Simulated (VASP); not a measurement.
Given:

```yaml
crystal:
  lattice:
    - [-0.00014, 5.42715, 5.42109]
    - [5.42715, -0.00014, 5.42109]
    - [2.71351, 2.71351, 0.00000]
  atoms:
    - { symbol: Zn, position: [0.99260, 0.99260, 0.01479] }
    - { symbol: Zn, position: [0.99587, 0.51108, 0.99306] }
    - { symbol: Zn, position: [0.51108, 0.99587, 0.99306] }
    - { symbol: Zn, position: [0.50043, 0.50043, 0.99915] }
    - { symbol: Se, position: [0.12563, 0.12563, 0.24874] }
    - { symbol: S, position: [0.12592, 0.62392, 0.25017] }
    - { symbol: S, position: [0.62392, 0.12592, 0.25017] }
    - { symbol: S, position: [0.62456, 0.62456, 0.25088] }
```

These are PBEsol GGA, VASP's PBE PAW potentials (set 64) (plane waves; VASP 6.6.1) values and carry that method's errors. Settings: 400 eV cut-off, Gaussian smearing of 0.050 eV, potentials Zn Se S.

Problem. Give the energies of bands 29 to 42 at the high-symmetry points, in eV from the valence-band maximum.

Solution. 
```csv
band,Γ,Y,C0,Z,A0,T,S,R
29,-2.49,-2.81,-3.18,-3.09,-2.59,-2.58,-2.74,-2.82
30,-1.25,-2.64,-1.97,-3.09,-2.52,-2.49,-2.55,-2.77
31,-1.09,-1.64,-1.72,-3.05,-2.50,-2.47,-2.00,-2.72
32,-1.08,-1.63,-1.57,-3.02,-2.40,-2.40,-1.75,-2.42
33,-0.94,-1.49,-1.56,-2.77,-1.79,-1.25,-0.84,-2.00
34,-0.10,-1.28,-1.31,-2.67,-1.43,-1.05,-0.83,-1.97
35,-0.08,-1.26,-1.26,-1.28,-1.22,-0.97,-0.43,-1.77
36,0.00,-0.67,-0.47,-0.89,-1.13,-0.83,-0.32,-1.50
37,1.69,3.96,3.96,4.36,3.12,2.79,2.97,3.76
38,2.85,4.04,3.98,4.61,3.38,2.83,3.20,3.85
39,2.91,4.14,4.06,5.33,3.42,2.99,3.81,4.00
40,3.03,4.30,4.52,5.35,3.62,3.06,4.05,4.06
41,3.66,4.37,4.66,5.74,3.98,3.67,5.63,5.49
42,5.99,4.80,4.94,5.83,3.98,3.68,5.70,5.56
```

The gap is direct, 1.69 eV, from the valence maximum at Γ to the conduction minimum at Γ.

The structure was generated: Zn4S3Se was put into an ordered model structure (Amm2), which need not be its known phase. It was relaxed first.
